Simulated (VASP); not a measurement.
# BeZn2Te3 (Cmc2_1) in VASP: band structure with PBE

Aim: the band structure of BeZn2Te3 with PBE.

All numbers are computed with VASP 6.6.1; they aren't measurements. Logs are shortened: lines on timing, memory, paths and dates and some standing lists are left out, and cuts for length are marked.

## (1) Starting point

Symmetry: Cmc2_1, No. 36, orthorhombic system. The conventional cell has a = 12.702 Å, b = 7.337 Å, c = 6.968 Å, α = 90.00°, β = 90.00°, γ = 90.00°. Around Be (site symmetry m) lie 4 Te at 2.46 to 2.49 Å. Zn (site symmetry 1) has 4 Te at 2.67 Å as nearest neighbours. Around Te (site symmetry m) lie 2 Be at 2.46 to 2.49 Å and 2 Zn at 2.67 Å. Around Te (site symmetry 1) lie 1 Be at 2.46 Å and 3 Zn at 2.67 Å.

The cell was built by a generator and needn't be a form met in nature.

## (2) Band structure, PBE

POSCAR reads:

```
BeZn2Te3
1.0
    6.3511000000     -3.6682900000      0.0000000000
    6.3511000000      3.6682900000      0.0000000000
    0.0000000000      0.0000000000      6.9681700000
Be Zn Te
2 4 6
Direct
    0.1598100000      0.8401900000      0.4983070000
    0.8401900000      0.1598100000      0.9983070000
    0.5060990000      0.1672980000      0.5013770000
    0.8327020000      0.4939010000      0.5013770000
    0.1672980000      0.5060990000      0.0013770000
    0.4939010000      0.8327020000      0.0013770000
    0.8530340000      0.1469660000      0.3553240000
    0.1657760000      0.5205300000      0.3842990000
    0.4794700000      0.8342240000      0.3842990000
    0.1469660000      0.8530340000      0.8553240000
    0.5205300000      0.1657760000      0.8842990000
    0.8342240000      0.4794700000      0.8842990000
```

INCAR.step1 reads:

```
ALGO     = Fast           # electronic algorithm
EDIFF    = 1E-7           # SCF threshold, eV
ENCUT    = 520            # plane-wave cutoff, eV
GGA      = PE             # functional
ISIF     = 2              # what is computed and relaxed
ISMEAR   = 0              # smearing method
KPAR     = 2            
LASPH    = T              # aspherical terms in the spheres
LCHARG   = T              # write CHGCAR
LREAL    = F              # projectors in reciprocal space
LWAVE    = F              # write WAVECAR
NBANDS   = 56             # bands
NELM     = 80             # most SCF steps
PREC     = Accurate       # precision mode
SIGMA    = 0.03           # smearing width, eV
```

KPOINTS.step1 reads:

```
k-points
0
Gamma
  4 4 4
```

INCAR.step2 reads:

```
ALGO     = Fast           # electronic algorithm
EDIFF    = 1E-7           # SCF threshold, eV
ENCUT    = 520            # plane-wave cutoff, eV
GGA      = PE             # functional
ICHARG   = 11             # starting density
ISIF     = 2              # what is computed and relaxed
ISMEAR   = 0              # smearing method
KPAR     = 2            
LASPH    = T              # aspherical terms in the spheres
LCHARG   = F              # write CHGCAR
LREAL    = F              # projectors in reciprocal space
LWAVE    = F              # write WAVECAR
NBANDS   = 56             # bands
NELM     = 80             # most SCF steps
PREC     = Accurate       # precision mode
SIGMA    = 0.05           # smearing width, eV
```

KPOINTS.step2 reads:

```
path GXSRAZGYX1A1TY,ZT
10
line-mode
reciprocal
 0.0000000000  0.0000000000  0.0000000000  G
 0.3334006491 -0.3334006491  0.0000000000  X

 0.3334006491 -0.3334006491  0.0000000000  X
 0.0000000000 -0.5000000000  0.0000000000  S

 0.0000000000 -0.5000000000  0.0000000000  S
 0.0000000000 -0.5000000000 -0.5000000000  R

 0.0000000000 -0.5000000000 -0.5000000000  R
 0.3334006491 -0.3334006491 -0.5000000000  A

 0.3334006491 -0.3334006491 -0.5000000000  A
 0.0000000000  0.0000000000 -0.5000000000  Z

 0.0000000000  0.0000000000 -0.5000000000  Z
 0.0000000000  0.0000000000  0.0000000000  G

 0.0000000000  0.0000000000  0.0000000000  G
-0.5000000000 -0.5000000000  0.0000000000  Y

-0.5000000000 -0.5000000000  0.0000000000  Y
-0.3334006491 -0.6665993509  0.0000000000  X1

-0.3334006491 -0.6665993509  0.0000000000  X1
-0.3334006491 -0.6665993509 -0.5000000000  A1

-0.3334006491 -0.6665993509 -0.5000000000  A1
-0.5000000000 -0.5000000000 -0.5000000000  T

-0.5000000000 -0.5000000000 -0.5000000000  T
-0.5000000000 -0.5000000000  0.0000000000  Y

 0.0000000000  0.0000000000 -0.5000000000  Z
-0.5000000000 -0.5000000000 -0.5000000000  T
```

Potentials or basis: VASP PAW PBE potentials, release 64 (Be, Zn, Te).

The run is started by

```
cat potpaw_PBE.64/Be/POTCAR potpaw_PBE.64/Zn/POTCAR potpaw_PBE.64/Te/POTCAR > POTCAR
cp INCAR.step1 INCAR
cp KPOINTS.step1 KPOINTS
mpirun -np 2 vasp_std > vasp.out
cp INCAR.step2 INCAR
cp KPOINTS.step2 KPOINTS
mpirun -np 2 vasp_std > vasp.out
```

OUTCAR:

```text
EDIFF = 1E-7
   ENCUT = 520
   GGA = PE
   ICHARG = 11
   ISIF = 2
   ISMEAR = 0
   LASPH = T
   LREAL = F
   NELM = 80
   PREC = Accurate

 ion  position               nearest neighbor table
   1  0.160  0.840  0.498-   8 2.46   9 2.46   7 2.46  10 2.49
   2  0.840  0.160  0.998-  11 2.46  12 2.46  10 2.46   7 2.49
   3  0.506  0.167  0.501-  11 2.67   8 2.67   9 2.67   7 2.67
   4  0.833  0.494  0.501-  12 2.67   9 2.67   8 2.67   7 2.67
   5  0.167  0.506  0.001-   8 2.67  11 2.67  12 2.67  10 2.67
   6  0.494  0.833  0.001-   9 2.67  12 2.67  11 2.67  10 2.67
   7  0.853  0.147  0.355-   1 2.46   2 2.49   3 2.67   4 2.67
   8  0.166  0.521  0.384-   1 2.46   5 2.67   3 2.67   4 2.67
   9  0.479  0.834  0.384-   1 2.46   6 2.67   4 2.67   3 2.67
  10  0.147  0.853  0.855-   2 2.46   1 2.49   5 2.67   6 2.67
  11  0.521  0.166  0.884-   2 2.46   3 2.67   5 2.67   6 2.67
  12  0.834  0.479  0.884-   2 2.46   4 2.67   6 2.67   5 2.67

  LATTYP: Found a base centered orthorhombic cell.
 ALAT       =     7.3365800000
 B/A-ratio  =     1.7313516652
 C/A-ratio  =     0.9497845045

  Lattice vectors:

 A1 = (  -6.3511000000,  -3.6682900000,   0.0000000000)
 A2 = (   6.3511000000,  -3.6682900000,   0.0000000000)
 A3 = (   0.0000000000,   0.0000000000,   6.9681700000)

Analysis of symmetry for initial positions (statically):
=====================================================================
 Subroutine PRICEL returns:
 Original cell was already a primitive cell.

 Routine SETGRP: Setting up the symmetry group for a
 base centered orthorhombic supercell.

 Subroutine GETGRP returns: Found  4 space group operations
 (whereof  2 operations were pure point group operations)
 out of a pool of  8 trial point group operations.

The static configuration has the point symmetry C_1h.
 The point group associated with its full space group is C_2v.

Analysis of symmetry for dynamics (positions and initial velocities):
=====================================================================
 Subroutine PRICEL returns:
 Original cell was already a primitive cell.

 Routine SETGRP: Setting up the symmetry group for a
 base centered orthorhombic supercell.

 Subroutine GETGRP returns: Found  4 space group operations
 (whereof  2 operations were pure point group operations)
 out of a pool of  8 trial point group operations.

The dynamic configuration has the point symmetry C_1h.
 The point group associated with its full space group is C_2v.

 Subroutine INISYM returns: Found  4 space group operations
 (whereof  2 operations are pure point group operations),
 and found     1 'primitive' translations

----------------------------------------------------------------------------------------

                                     Primitive cell

  volume of cell :     324.6843

  direct lattice vectors                    reciprocal lattice vectors
     6.351100000 -3.668290000  0.000000000     0.078726520 -0.136303291  0.000000000
     6.351100000  3.668290000  0.000000000     0.078726520  0.136303291  0.000000000
     0.000000000  0.000000000  6.968170000     0.000000000  0.000000000  0.143509702

  length of vectors
     7.334359054  7.334359054  6.968170000     0.157405375  0.157405375  0.143509702

  position of ions in fractional coordinates (direct lattice)
     0.159810000  0.840190000  0.498307000
     0.840190000  0.159810000  0.998307000
     0.506099000  0.167298000  0.501377000
     0.832702000  0.493901000  0.501377000
     0.167298000  0.506099000  0.001377000
     0.493901000  0.832702000  0.001377000
     0.853034000  0.146966000  0.355324000
     0.165776000  0.520530000  0.384299000
     0.479470000  0.834224000  0.384299000
     0.146966000  0.853034000  0.855324000
     0.520530000  0.165776000  0.884299000
[... 27 lines left out ...]
    0.000000 -0.500000 -0.500000  ...  0.333401 -0.333401 -0.500000
    0.333401 -0.333401 -0.500000  ...  0.000000  0.000000 -0.500000
    0.000000  0.000000 -0.500000  ...  0.000000  0.000000  0.000000
    0.000000  0.000000  0.000000  ... -0.500000 -0.500000  0.000000
   -0.500000 -0.500000  0.000000  ... -0.333401 -0.666599  0.000000
   -0.333401 -0.666599  0.000000  ... -0.333401 -0.666599 -0.500000
   -0.333401 -0.666599 -0.500000  ... -0.500000 -0.500000 -0.500000
   -0.500000 -0.500000 -0.500000  ... -0.500000 -0.500000  0.000000
    0.000000  0.000000 -0.500000  ... -0.500000 -0.500000 -0.500000

 Generated    10 points on each line segment, for a total of    120 k-points:

 Following reciprocal coordinates:
            Coordinates               Weight
  0.000000  0.000000  0.000000      0.008333
  0.037045 -0.037045  0.000000      0.008333
  0.074089 -0.074089  0.000000      0.008333
  0.111134 -0.111134  0.000000      0.008333
  0.148178 -0.148178  0.000000      0.008333
  0.185223 -0.185223  0.000000      0.008333
[... 16 lines left out ...]
  0.000000 -0.500000 -0.111111      0.008333
  0.000000 -0.500000 -0.166667      0.008333
 [... further k-points ...]
   k-points           NKPTS =    120   k-points in BZ     NKDIM =    120   number of bands    NBANDS=     56
   number of dos      NEDOS =    301   number of ions     NIONS =     12
   total plane-waves  NPLWV = 169344
   dimension x,y,z NGX =    56 NGY =   56 NGZ =   54
   dimension x,y,z NGXF=   112 NGYF=  112 NGZF=  108
   ions per type =               2   4   6
   NGX,Y,Z   is equivalent  to a cutoff of  12.69, 12.69, 12.88 a.u.
   NGXF,Y,Z  is equivalent  to a cutoff of  25.39, 25.39, 25.77 a.u.
 SYSTEM =  unknown system
   PREC   = accura    normal or accurate (medium, high low for compatibility)
   ISTART =      0    job   : 0-new  1-cont  2-samecut
   ICHARG =     11    charge: 1-file 2-atom 10-const
   ISPIN  =      1    spin polarized calculation?
   LNONCOLLINEAR =      F non collinear calculations
   LSORBIT =      F    spin-orbit coupling
   LASPH  =      T    aspherical Exc in radial PAW
   ENCUT  =  520.0 eV  38.22 Ry    6.18 a.u.  13.64 13.64 12.96*2*pi/ulx,y,z
   NELM   =     80;   NELMIN=  2; NELMDL=  0     # of ELM steps
   EDIFF  = 0.1E-06   stopping-criterion for ELM
   LREAL  =      F    real-space projection
   EDIFFG = 0.1E-05   stopping-criterion for IOM
   NSW    =      0    number of steps for IOM
   IBRION =     -1    ionic relax: 0-MD 1-quasi-New 2-CG
   NFREE  =      0    steps in history (QN), initial steepest desc. (CG)
   ISIF   =      2    stress and relaxation
   ISYM   =      2    0-nonsym 1-usesym 2-fastsym
   POTIM  = 0.5000    time-step for ionic-motion
   TEBEG  =    0.0;   TEEND  =   0.0 temperature during run
   PSTRESS=    0.0 pullay stress
   NELECT =      88.0000    total number of electrons
   NUPDOWN=      -1.0000    fix difference up-down
   EMIN   =  10.00;   EMAX   =-10.00  energy-range for DOS
   EFERMI =   0.00;   METHOD = LEGACY
   ISMEAR =     0;   SIGMA  =   0.05  broadening in eV -4-tet -1-fermi 0-gaus
   EFERMI_NEDOS =   21; number of points for ismear=-14 and -15
   IALGO  =     68    algorithm
   IMIX   =      4    mixing-type and parameters
     AMIX     =   0.40;   BMIX     =  1.00
     AMIX_MAG =   1.60;   BMIX_MAG =  1.00
  volume/ion in A,a.u.               =      27.06       182.59
  Fermi-wavevector in a.u.,A,eV,Ry     =   1.059454  2.002077 15.271750  1.122442
  Thomas-Fermi vector in A             =   2.194800
   LORBIT       =      0    0 simple, 1 ext, 2 COOP (PROOUT), +10 PAW based schemes
   GGA     = PE    functional components
   LHFCALC =     F    Hartree Fock is set to
   AEXX    =    0.0000 exact exchange contribution
   IVDW    =     0    specifies the selected vdW correction
   LEPSILON=     F    determine dielectric tensor
   LRPA    =     F    only Hartree local field effects (RPA)
 non-spin polarized calculation
 RMM-DIIS sequential band-by-band and
 Gauss-broadening in eV      SIGMA  =   0.05
  energy-cutoff  :      520.00
  volume of cell :      324.68
 maximum number of plane-waves:      8810
 NGX is ok and might be reduce to    56

 number of electron      88.0000001 magnetization

 Free energy of the ion-electron system (eV)
  ---------------------------------------------------
  ext. energy  EPLUGINS =         0.00000000
  ---------------------------------------------------
  free energy    TOTEN  =       -35.56613534 eV

  energy without entropy =      -35.56613534  energy(sigma->0) =      -35.56613534

 E-fermi :   3.7537     XC(G=0):  -8.8780

 val. band max:        3.5236389296   @ k =   0.0000   0.0000   0.0000
 cond. band min:       5.2660169526   @ k =   0.0000   0.0000   0.0000
 fundamental gap:      1.7423780231
 Fermi energy:         3.7537447432

 k-point     1 :       0.0000    0.0000    0.0000
  band No.  band energies     occupation
      1      -8.2859      2.00000
      2      -7.3487      2.00000
      3      -7.0587      2.00000
      4      -7.0582      2.00000
      5      -7.0567      2.00000
      6      -7.0502      2.00000
[... 1405 lines left out ...]
     55       8.1903      0.00000
     56       8.6307      0.00000

 [... further k-points ...]

------------------------ aborting loop because EDIFF is reached ----------------------------------------

  FORCE on cell =-STRESS in cart. coord.  units (eV):
  Direction    XX          YY          ZZ          XY          YZ          ZX
  --------------------------------------------------------------------------------------
  -------------------------------------------------------------------------------------
  Total        2.7911184     -0.6656628     -0.2778100      0.0000000      0.0000000      0.0000000
  in kB       13.7729666     -3.2847590     -1.3708728      0.0000000      0.0000000      0.0000000
  external PRESSURE =       3.0391116 kB  Pullay stress =       0.0000000 kB

 VOLUME and BASIS-vectors are now :
 -----------------------------------------------------------------------------
  energy-cutoff  :      520.00
  volume of cell :      324.68
      direct lattice vectors                 reciprocal lattice vectors
     6.351100000 -3.668290000  0.000000000     0.078726520 -0.136303291  0.000000000
     6.351100000  3.668290000  0.000000000     0.078726520  0.136303291  0.000000000
     0.000000000  0.000000000  6.968170000     0.000000000  0.000000000  0.143509702

 POSITION                                       TOTAL-FORCE (eV/Angst)
 -----------------------------------------------------------------------------------
      6.35110      2.49583      3.47229         0.000000      0.060899     -0.010284
      6.35110     -2.49583      6.95637         0.000000     -0.060899     -0.010284
      4.27681     -1.24282      3.49368        -0.018577      0.029394      0.007485
      8.42539     -1.24282      3.49368         0.018577      0.029394      0.007485
      4.27681      1.24282      0.00960        -0.018577     -0.029394      0.007485
      8.42539      1.24282      0.00960         0.018577     -0.029394      0.007485
      6.35110     -2.59006      2.47596         0.000000     -0.040043     -0.028797
      4.35880      1.30134      2.67786        -0.064649     -0.027201      0.012055
      8.34340      1.30134      2.67786         0.064649     -0.027201      0.012055
      6.35110      2.59006      5.96004         0.000000      0.040043     -0.028797
      4.35880     -1.30134      6.16195        -0.064649      0.027201      0.012055
      8.34340     -1.30134      6.16195         0.064649      0.027201      0.012055
 -----------------------------------------------------------------------------------
    total drift:                               -0.000000      0.000000     -0.012890

  FREE ENERGIE OF THE ION-ELECTRON SYSTEM (eV)
  ---------------------------------------------------
  free  energy   TOTEN  =       -35.5661353450 eV

  energy  without entropy=      -35.5661353450  energy(sigma->0) =      -35.56613534
```

It took 14 min on 2 MPI ranks of Intel Xeon 6975P-C (Granite Rapids), shared host; peak memory 1.6 GiB.

What came out:

```yaml
Band_gap_on_the_k_mesh: 1.74 eV, direct
Band_gap_along_the_path: 1.74 eV, direct
```

Levels at the corners of the path, in eV from the valence-band top:
```csv
point,band 42,band 43,band 44,band 45,band 46,band 47
Γ,-0.14,-0.01,0.00,1.74,1.81,2.86
X,-0.87,-0.77,-0.57,2.15,2.20,2.42
X,-0.87,-0.77,-0.57,2.15,2.20,2.42
S,-0.95,-0.90,-0.81,2.00,2.74,3.25
S,-0.95,-0.90,-0.81,2.00,2.74,3.25
R,-1.45,-1.37,-1.37,2.09,2.09,3.24
R,-1.45,-1.37,-1.37,2.09,2.09,3.24
A,-1.47,-1.18,-1.18,2.30,2.30,2.41
A,-1.47,-1.18,-1.18,2.30,2.30,2.41
Z,-0.53,-0.52,-0.52,2.21,2.21,2.86
Z,-0.53,-0.52,-0.52,2.21,2.21,2.86
Γ,-0.14,-0.01,0.00,1.74,1.81,2.86
Γ,-0.14,-0.01,0.00,1.74,1.81,2.86
Y,-0.93,-0.86,-0.75,1.98,2.65,3.34
Y,-0.93,-0.86,-0.75,1.98,2.65,3.34
X1,-0.87,-0.77,-0.57,2.15,2.20,2.42
X1,-0.87,-0.77,-0.57,2.15,2.20,2.42
A1,-1.47,-1.18,-1.18,2.30,2.30,2.41
A1,-1.47,-1.18,-1.18,2.30,2.30,2.41
T,-1.48,-1.35,-1.35,2.18,2.18,3.18
T,-1.48,-1.35,-1.35,2.18,2.18,3.18
Y,-0.93,-0.86,-0.75,1.98,2.65,3.34
Z,-0.53,-0.52,-0.52,2.21,2.21,2.86
T,-1.48,-1.35,-1.35,2.18,2.18,3.18
```

Caveat: the log is that of the step along the path at fixed density, whose energy, stress, charges and moments have no meaning; spin-orbit coupling is left out, which moves the levels of the heavy elements.
